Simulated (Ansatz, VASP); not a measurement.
## One calculation of Sb4P, two programs

```
CELL_PARAMETERS angstrom
-2.50244 2.50244 4.89983
2.50244 -2.50244 4.89983
2.50244 2.50244 -4.89983
ATOMIC_POSITIONS crystal
Sb 0.23700 0.23700 0.00000
Sb 0.76300 0.76300 0.00000
Sb 0.50000 0.00000 0.50000
Sb 0.00000 0.50000 0.50000
P 0.00000 0.00000 0.00000
```

Change from the starting cell: species swapped into the SnF4 type (I4/mmm, No. 139).

Alike in both runs: task single point; functional PBE; k mesh 6 × 6 × 6; occupations gaussian, width 0.1 eV; no spin polarisation.

```csv
,VASP,Ansatz
version,VASP 6.6.1,Ansatz 0.2.0
potentials or method,"VASP PAW PBE potentials, release 64 (Sb, P)","scalar-relativistic, plane waves, PAW"
plane-wave cutoff (eV),520,420
valence electrons in the cell,25,65
```

|  | VASP | Ansatz | Ansatz less VASP |
| --- | --- | --- | --- |
| gap on the k mesh at the Fermi level (eV) | none | none | - |
| pressure (GPa) | 14.8 | 14.7 | -0.18 |
| largest component of the traceless stress (GPa) | 3.21 | 2.92 | -0.291 |
| rms of the force components (eV/Å) | 1.471 | 1.437 | -0.0338 |

Atom by atom the forces differ by 0.034 eV/Å (rms over components). A gap of «none» marks a metal or a gap that the smearing closes. The two sets of potentials don't hold the same shells in valence.

Caveats: forces of over 1 eV/Å show positions far from the minimum, so gaps and moduli don't describe the material at rest. The runs have no spin-orbit coupling, so splittings on Sb are missing.
